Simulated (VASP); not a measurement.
A VASP calculation is set up with these files.

### INCAR
```
SYSTEM = Cu2O
PREC = Accurate
ENCUT = 520
EDIFF = 1E-7
NELM = 100
ALGO = Normal
LREAL = .FALSE.
LASPH = .TRUE.
ISMEAR = 0
SIGMA = 0.05
GGA = MK
PARAM1 = 0.1234568
PARAM2 = 0.7114
ZAB_VDW = -1.8867
LUSE_VDW = .TRUE.
AGGAC = 0.0
LMAXMIX = 4
LWAVE = .FALSE.
LCHARG = .FALSE.
ISIF = 2
```

**KPOINTS**
```
K-points
0
Gamma
 5 5 5
```

File POSCAR:
```
Cu2O
1
    4.3196070796     0.0000000000     0.0000000000
    0.0000000000     4.3196070796     0.0000000000
    0.0000000000     0.0000000000     4.3196070796
Cu O
4 2
Direct
  0.7500000000   0.2500000000   0.7500000000
  0.2500000000   0.7500000000   0.7500000000
  0.7500000000   0.7500000000   0.2500000000
  0.2500000000   0.2500000000   0.2500000000
  0.0000000000   0.0000000000   0.0000000000
  0.5000000000   0.5000000000   0.5000000000
```

POTCAR, in this order: Cu O (PBE.64 set). Program: vasp_std.

Translate this rev-vdW-DF2 calculation to Quantum ESPRESSO's pw.x.

One equivalent input (not run):
```
&CONTROL
  calculation = 'scf'
  pseudo_dir = './pseudo'
  outdir = './out'
  tprnfor = .true.
  tstress = .true.
/
&SYSTEM
  ibrav = 0
  nat = 6
  ntyp = 2
  ecutwfc = 92
  occupations = 'smearing'
  smearing = 'gaussian'
  degauss = 0.003675
  input_dft = 'vdw-df2-b86r'
/
&ELECTRONS
  conv_thr = 7.3e-09
  electron_maxstep = 100
/
ATOMIC_SPECIES
  Cu 63.546 Cu.upf
  O 15.999 O.upf
CELL_PARAMETERS angstrom
     4.3196071    0.0000000    0.0000000
     0.0000000    4.3196071    0.0000000
     0.0000000    0.0000000    4.3196071
ATOMIC_POSITIONS crystal
  Cu   0.7500000  0.2500000  0.7500000
  Cu   0.2500000  0.7500000  0.7500000
  Cu   0.7500000  0.7500000  0.2500000
  Cu   0.2500000  0.2500000  0.2500000
  O    0.0000000  0.0000000  0.0000000
  O    0.5000000  0.5000000  0.5000000
K_POINTS automatic
  5 5 5 0 0 0
```
The two are equivalent in intent, not identical: the potentials are each code's own (VASP's PAW set, PseudoDojo norm-conserving files in pw.x), so ENCUT and ecutwfc are chosen apart and not converted; conv_thr bounds pw.x's estimated SCF error, while EDIFF bounds the energy change between steps.

The compound is Cu2O in the cuprite structure. This cell is one point of a volume scan, at 1.03 of the reference volume.
